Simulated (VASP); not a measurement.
Here is the system:

```xyz
4
Lattice="3.8910 0.0000 0.0000 0.0000 3.8910 0.0000 0.0000 0.0000 3.8910" Properties=species:S:1:pos:R:3 pbc="T T T"
Ti     0.0000     0.0000     0.0000
Pt     0.0000     1.9455     1.9455
Pt     1.9455     0.0000     1.9455
Pt     1.9455     1.9455     0.0000
```

Calculation: AM05 GGA, VASP's PBE PAW potentials (set 64) (plane waves; VASP). Settings: 520 eV cut-off, Gaussian smearing of 0.050 eV, potentials Ti_sv Pt.

Unless said otherwise, spin-orbit coupling is left out, though it shifts the bands of the heavy elements here.

**Question.** Estimate the band gap (along the path) with the smallest direct gap where there is one.

**Answer.** 
| Quantity | Result |
|---|---|
| band gap (along the path) | none (metal, semimetal or under 0.01 eV) |

Only differences to runs with the same potentials and settings are physical.

The compound is Pt3Ti in the L1_2 structure. It was relaxed first.
